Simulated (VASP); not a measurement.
Method: RPBE GGA, VASP's PBE PAW potentials (set 64) (plane waves; VASP 6.6.1).

The input files of a VASP run:

**INCAR**
```
ALGO  =  Normal
EDIFF  =  1E-7
ENCUT  =  520
GGA  =  RP
ISIF  =  2
ISMEAR  =  0
LASPH  =  T
LCHARG  =  F
LMAXMIX  =  4
LREAL  =  F
LWAVE  =  F
NELM  =  100
PREC  =  Accurate
SIGMA  =  0.05
SYSTEM  =  SrTiO3
```

### POSCAR
```
SrTiO3
1.0
  3.9376048416   0.0000000000   0.0000000000
  0.0000000000   3.9376048416   0.0000000000
  0.0000000000   0.0000000000   3.9376048416
Sr Ti O
1 1 3
Cart
  0.0000000000   0.0000000000   0.0000000000
  1.9688024208   1.9688024208   1.9688024208
  1.9688024208   0.0000000000   1.9688024208
  0.0000000000   1.9688024208   1.9688024208
  1.9688024208   1.9688024208   0.0000000000
```

KPOINTS:
```
Automatic mesh
0
Gamma
6 6 6
0 0 0
```

POTCAR, in this order: Sr_sv Ti_sv O (PBE.64 set). Program: vasp_std.

Question: What does the run give for the energy per atom (σ→0), pressure, band gap (on the k-mesh)?

Answer: 
```json
{
 "energy per atom (σ→0)": "-735.0 kJ/mol of atoms",
 "band gap (on the k-mesh)": "1.85 eV",
 "pressure": "4.74 GPa"
}
```

OSZICAR:
```
...
DAV:  10    -0.380957570311E+02   -0.62212E-02   -0.11525E-01  1240   0.247E+00    0.926E-01
DAV:  11    -0.380871406861E+02    0.86163E-02   -0.84729E-02  1376   0.255E+00    0.261E-01
DAV:  12    -0.380865628909E+02    0.57780E-03   -0.37730E-03  1136   0.656E-01    0.118E-01
DAV:  13    -0.380864697240E+02    0.93167E-04   -0.13138E-03  1320   0.339E-01    0.428E-02
DAV:  14    -0.380865057035E+02   -0.35979E-04   -0.13029E-04  1216   0.940E-02    0.206E-02
DAV:  15    -0.380865059509E+02   -0.24741E-06   -0.66836E-06  1600   0.188E-02    0.183E-02
DAV:  16    -0.380865059152E+02    0.35690E-07   -0.21981E-07   976   0.534E-03
   1 F= -.38086506E+02 E0= -.38086506E+02  d E =-.206718E-16
```

The compound is SrTiO3 in the cubic perovskite structure, the ideal cubic form; the compound distorts at low or room temperature. This cell is one point of a volume scan, at 0.97 of the reference volume.
